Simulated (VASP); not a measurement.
Input:

```
Zr
1.0
    0.00000     3.21346     3.21346
    3.21346     0.00000     3.21346
    3.21346     3.21346     0.00000
Zr
2
Cartesian
  4.82020   4.82020   4.82020
  3.21346   3.21346   3.21346
```

The numbers are results of r2SCAN meta-GGA, VASP's PBE PAW potentials (set 64) (plane waves; VASP 6.6.1), not measurements. Numerical set-up: 400 eV cut-off, 9×9×9 Γ-centred mesh, first-order Methfessel-Paxton smearing of 0.10 eV, potentials Zr_sv.

Energy and stress use the plane-wave basis of the starting cell.

### Question
The ions, cell shape and volume are relaxed. Predict the relaxed structure.

### Answer

```
Zr
1.0
    0.00000     3.09626     3.09626
    3.09626     0.00000     3.09626
    3.09626     3.09626     0.00000
Zr
2
Direct
  0.75000   0.75000   0.75000
  0.50000   0.50000   0.50000
```
Space group Fd-3m (227), at a tolerance of 0.03 Å.

### Question
How do energy and volume change from the first to the last step?

### Answer
The energy (σ→0) changes by -45.6 meV/atom and the volume by -10.5 %, in 3 ionic steps.

The structure was generated: Zr was put into the diamond type (Fd-3m), which need not be its known phase. This run relaxes it. Symmetry was kept, so distortions that lower it aren't found.
